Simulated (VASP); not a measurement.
A run of VASP 6.6.1 is set up as follows.

INCAR

```
PREC = Accurate ; ENCUT = 600
EDIFF = 1E-6 ; ISMEAR = 0
SIGMA = 0.1 ; LREAL = False
LASPH = True ; NELM = 100
ALGO = Normal ; ISIF = 3
LWAVE = False ; LCHARG = False
GGA = PE ; IBRION = 2
NSW = 90 ; EDIFFG = -0.04
```

The input KPOINTS:

```
Automatic mesh
0
Gamma
  4 4 4
```

Contents of POSCAR:

```
HgRuC6
1.0
    0.0000000000      3.8645625500      3.8645625500
    3.8645625500      0.0000000000      3.8645625500
    3.8645625500      3.8645625500      0.0000000000
Hg Ru C
1 1 6
Direct
    0.5000000000      0.5000000000      0.5000000000
    0.0000000000      0.0000000000      0.0000000000
    0.5000000000      0.0000000000      0.0000000000
    0.0000000000      0.5000000000      0.5000000000
    0.0000000000      0.5000000000      0.0000000000
    0.5000000000      0.0000000000      0.5000000000
    0.0000000000      0.0000000000      0.5000000000
    0.5000000000      0.5000000000      0.0000000000
```

Potentials or basis: VASP PAW PBE potentials, release 64 (Hg, Ru_pv, C).

The run is started by

```console
$ cat potpaw_PBE.64/Hg/POTCAR potpaw_PBE.64/Ru_pv/POTCAR potpaw_PBE.64/C/POTCAR > POTCAR
$ mpirun -np 1 vasp_std > vasp.out
```

Question: Estimate the relaxed volume.

Answer: 10.01 Å³/atom.

Question: Estimate the band gap on the k mesh.

Answer: None (metal or under the smearing width).

Question: What does it give for the relaxed cell?

Answer: a = 4.838 Å, b = 4.838 Å, c = 4.838 Å, α = 60.00°, β = 60.00°, γ = 60.00°.

Question: Estimate the space group after relaxing (to 0.05 Å).

Answer: Fm-3m (No. 225).

The path:
| step | energy change (eV) | largest force (eV/Å) | pressure (GPa) | volume (Å³) |
| --- | --- | --- | --- | --- |
| 1 | 0.0000 | 0.0000 | -27.44 | 115.43 |
| 2 | -4.2303 | 0.0000 | 2.76 | 78.87 |
| 3 | -4.2405 | 0.0000 | 0.08 | 80.08 |

Caveat: the volume moved by over 15 % at a fixed basis, so the end points are rough. The run has no spin-orbit coupling, so splittings on Hg are missing.
